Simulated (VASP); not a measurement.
A VASP calculation is set up with these files.

### KPOINTS
```
Automatic mesh
0
Gamma
7 7 7
0 0 0
```

**POSCAR**
```
La(CuGe)2
5.8799370
 -0.3589145598   0.3589145598   0.8616036192
  0.3589145598  -0.3589145598   0.8616036192
  0.3589145598   0.3589145598  -0.8616036192
La Cu Ge
1 2 2
Cartesian
  0.0000000000   0.0000000000   0.0000000000
  0.3589145598   0.0000000000   0.4308018096
  0.0000000000   0.3589145598   0.4308018096
  0.0000000000  -0.0000000000   1.0788311237
 -0.0000000000   0.0000000000   0.6443761147
```

INCAR:
```
SYSTEM  =  La(CuGe)2
PREC  =  Accurate; ENCUT  =  300; LREAL  =  .False.
LASPH  =  .True.
EDIFF  =  1E-6; NELM  =  100; ALGO  =  Normal
LMAXMIX  =  6
ISMEAR  =  0; SIGMA  =  0.05
ISIF  =  2
LWAVE  =  .False.; LCHARG  =  .False.
```

POTCAR, in this order: La Cu Ge_d (LDA.64 set). Program: vasp_std.

Question: Write an equivalent input for Ansatz.

Answer: One equivalent input (not run):
Ansatz 0.2 input:
```yaml
crystal:
  lattice:
    - [-2.1103950, 2.1103950, 5.0661750]
    - [2.1103950, -2.1103950, 5.0661750]
    - [2.1103950, 2.1103950, -5.0661750]
  atoms:
    - { symbol: La, position: [0.0000000, 0.0000000, 0.0000000] }
    - { symbol: Cu, position: [0.2500000, 0.7500000, 0.5000000] }
    - { symbol: Cu, position: [0.7500000, 0.2500000, 0.5000000] }
    - { symbol: Ge, position: [0.6260600, 0.6260600, 0.0000000] }
    - { symbol: Ge, position: [0.3739400, 0.3739400, 0.0000000] }
kpoints:
  mp_grid: { grid: [7, 7, 7] }
hamiltonian:
  xc: lda
  pseudopotentials: { kind: paw }
scf:
  occupations: { method: gaussian, width: 0.05 }
  max_iter: 100
output: { forces: true, stress: true, eigenvalues: true }
```
Limits of the translation: each code has its own PAW files, so the cut-off isn't converted (ENCUT is set for VASP's; basis.ecutwfc is left out, and Ansatz then takes the one that its files recommend); Ansatz stops its SCF on the density residual and VASP on the energy change (EDIFF); Ansatz's lda is the Perdew-Wang form, while the LDA potentials of VASP carry Perdew-Zunger's.

The structure comes from a computed database's Cu2LaGe2 entry (I4/mmm); how it stands against other phases isn't given here. The cell was not relaxed at this level. The k-mesh is coarse (spacing up to 0.30 per Å, 2π included), so the numbers may not be converged in it.
